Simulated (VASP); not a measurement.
VASP input:

### POSCAR
```
CuNi
1
    1.2389850000     0.7153280000     4.0715170000
   -1.2389850000     0.7153280000     4.0715170000
    0.0000000000    -1.4306570000     4.0715170000
Cu Ni
1 1
Direct
  0.0000000000   0.0000000000   0.0000000000
  0.5000000000   0.5000000000   0.5000000000
```

**INCAR**
```
# general
SYSTEM  = CuNi
PREC    = Accurate
ENCUT   = 400
LREAL   = .FALSE.   # projection in real space or not
LASPH   = .TRUE.

# electronic loop
EDIFF   = 1E-6   # SCF stop (eV)
NELM    = 100
ALGO    = Normal   # blocked Davidson
LMAXMIX = 4   # l cut-off of mixed one-centre charges

# smearing
ISMEAR  = 1   # Methfessel-Paxton
SIGMA   = 0.1   # width (eV)

# functional
GGA     = PS   # PBEsol

# ions
IBRION  = 2   # conjugate gradients
NSW     = 60
ISIF    = 3
EDIFFG  = -0.01   # ionic stop

# output
LWAVE   = .FALSE.
LCHARG  = .FALSE.
```

**KPOINTS**
```
Automatic mesh
0
G
  15 15 15
0 0 0
```

POTCAR, in this order: Cu Ni (PBE.64 set). Program: vasp_std.

Problem. Translate this PBEsol calculation to Quantum ESPRESSO's pw.x.

Solution. One equivalent input (not run):
```
&CONTROL
  calculation = 'vc-relax'
  pseudo_dir = './pseudo'
  outdir = './out'
  tprnfor = .true.
  tstress = .true.
  nstep = 60
  forc_conv_thr = 0.00039
/
&SYSTEM
  ibrav = 0
  nat = 2
  ntyp = 2
  ecutwfc = 98
  occupations = 'smearing'
  smearing = 'methfessel-paxton'
  degauss = 0.00735
  input_dft = 'pbesol'
/
&ELECTRONS
  conv_thr = 7.3e-08
  electron_maxstep = 100
/
&IONS
/
&CELL
/
ATOMIC_SPECIES
  Cu 63.546 Cu.upf
  Ni 58.693 Ni.upf
CELL_PARAMETERS angstrom
     1.2389850    0.7153280    4.0715170
    -1.2389850    0.7153280    4.0715170
     0.0000000   -1.4306570    4.0715170
ATOMIC_POSITIONS crystal
  Cu   0.0000000  0.0000000  0.0000000
  Ni   0.5000000  0.5000000  0.5000000
K_POINTS automatic
  15 15 15 0 0 0
```
What does not carry over: the potentials are each code's own (VASP's PAW set, PseudoDojo norm-conserving files in pw.x), so ENCUT and ecutwfc are chosen apart and not converted; conv_thr bounds pw.x's estimated SCF error, while EDIFF bounds the energy change between steps; forc_conv_thr acts on force components and is met together with etot_conv_thr.

The structure comes from a computed database's CuNi entry (R-3m); how it stands against other phases isn't given here. This run relaxes it. Symmetry was kept, so distortions that lower it aren't found.
